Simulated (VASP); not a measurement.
OSZICAR of a VASP run on CdTe (zinc blende):

### OSZICAR
```
       N       E                     dE             d eps       ncg     rms          rms(c)
DAV:   1     0.123879642373E+03    0.12388E+03   -0.10461E+04   416   0.168E+03
DAV:   2     0.129998446204E+00   -0.12375E+03   -0.11862E+03   446   0.313E+02
DAV:   3    -0.499069174524E+01   -0.51207E+01   -0.51077E+01   521   0.643E+01
DAV:   4    -0.504233850223E+01   -0.51647E-01   -0.51640E-01   540   0.583E+00
DAV:   5    -0.504268918754E+01   -0.35069E-03   -0.35068E-03   511   0.402E-01    0.513E+00
DAV:   6    -0.482021389939E+01    0.22248E+00   -0.46928E-01   466   0.868E+00    0.423E+00
DAV:   7    -0.480524030507E+01    0.14974E-01   -0.11647E-01   466   0.249E+00    0.168E+00
DAV:   8    -0.480612016988E+01   -0.87986E-03   -0.10077E-02   436   0.139E+00    0.480E-01
DAV:   9    -0.480647697976E+01   -0.35681E-03   -0.10018E-03   481   0.363E-01    0.106E-01
DAV:  10    -0.480654890422E+01   -0.71924E-04   -0.12942E-04   459   0.120E-01    0.521E-02
DAV:  11    -0.480659492999E+01   -0.46026E-04   -0.89193E-05   426   0.662E-02    0.353E-02
DAV:  12    -0.480659372144E+01    0.12085E-05   -0.35323E-06   483   0.167E-02    0.201E-02
DAV:  13    -0.480659357120E+01    0.15025E-06   -0.61478E-07   313   0.448E-03
   1 F= -.48065936E+01 E0= -.48065936E+01  d E =-.145020E-11
```

### Question
Which electronic solver shows in the log?

### Answer
It is blocked Davidson (ALGO = Normal, or the opening steps of other solvers). The INCAR had ALGO = Normal.

### Question
Can the final energy be trusted as converged?

### Answer
Self-consistency was reached. It stopped with EDIFF = 1E-6, NELM = 100 (PBE GGA, plane waves, VASP's PBE PAW potentials (set 64)).

The compound is CdTe in the zinc blende structure. The cell was not relaxed at this level. The run is one of a series of settings (ENCUT = 800 against the base run), some of them coarse on purpose.
